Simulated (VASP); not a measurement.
Consider the following.

```yaml
crystal:
  lattice:
    - [0.00000, 2.59051, 2.59051]
    - [2.59051, 0.00000, 2.59051]
    - [2.59051, 2.59051, 0.00000]
  atoms:
    - { symbol: Be, position: [0.00000, 0.00000, 0.00000] }
    - { symbol: Se, position: [0.25000, 0.25000, 0.25000] }
```

Calculation: PBE GGA, VASP's PBE PAW potentials (set 64) (plane waves; VASP). Numerical set-up: 400 eV cut-off, 8×8×8 Γ-centred mesh, Gaussian smearing of 0.050 eV, potentials Be Se.

Problem. Estimate the energy per atom (σ→0), band gap (on the k-mesh) with the smallest direct gap where there is one.

Solution. 
| Property | Result |
|---|---|
| band gap (on the k-mesh) | 2.67 eV |
| smallest direct gap (on the k-mesh) | 4.21 eV |
| energy per atom (σ→0) | -4.429 eV/atom |

Only differences to runs with the same potentials and settings are physical.

The compound is BeSe in the zinc blende structure. It was relaxed first. The start is the result of an earlier pass.
